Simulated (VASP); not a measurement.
Method: SCAN meta-GGA, VASP's PBE PAW potentials (set 64) (plane waves; VASP).

The input files of a VASP run:

### INCAR
```
LREAL  =  F   # projection in real space or not
ENCUT  =  520   # plane-wave cut-off (eV)
ISMEAR  =  0   # Gaussian
NELM  =  100
ISIF  =  2   # forces and stress, cell fixed
SYSTEM  =  AlN
METAGGA  =  SCAN
LCHARG  =  F
ALGO  =  Normal   # blocked Davidson
PREC  =  Accurate
LMIXTAU  =  T
LWAVE  =  F
LASPH  =  T   # aspherical one-centre terms
SIGMA  =  0.05   # width (eV)
EDIFF  =  1E-7   # SCF stop (eV)
```

POSCAR:
```
AlN
1
    0.0000000000     2.1804911806     2.1804911806
    2.1804911806     0.0000000000     2.1804911806
    2.1804911806     2.1804911806     0.0000000000
Al N
1 1
Direct
  0.0000000000   0.0000000000   0.0000000000
  0.2500000000   0.2500000000   0.2500000000
```

### KPOINTS
```
Automatic
0
Gamma
  10 10 10
```

POTCAR, in this order: Al N (PBE.64 set). Program: vasp_std.

### Question
What does the run give for the energy per atom (σ→0), band gap (on the k-mesh)?

### Answer

- energy per atom (σ→0) = -10.200 eV/atom
- band gap (on the k-mesh) = 3.93 eV

**OSZICAR**
```
...
DAV:  15    -0.204003357314E+02   -0.56777E-04   -0.74956E-05   784   0.128E-01    0.131E-02
DAV:  16    -0.204003150013E+02    0.20730E-04   -0.83202E-05   752   0.146E-01    0.530E-03
DAV:  17    -0.204003133836E+02    0.16177E-05   -0.78997E-06   776   0.480E-02    0.243E-03
DAV:  18    -0.204003127488E+02    0.63481E-06   -0.14688E-06   792   0.191E-02    0.260E-03
DAV:  19    -0.204003132621E+02   -0.51330E-06   -0.34907E-07   768   0.966E-03    0.178E-03
DAV:  20    -0.204003137294E+02   -0.46736E-06   -0.30309E-07   848   0.473E-03    0.432E-04
DAV:  21    -0.204003137686E+02   -0.39140E-07   -0.15710E-07   752   0.583E-03
   1 F= -.20400314E+02 E0= -.20400314E+02  d E =-.401630E-13
```

The compound is AlN in the zinc blende structure, a metastable form; wurtzite is the usual one. It was relaxed first.
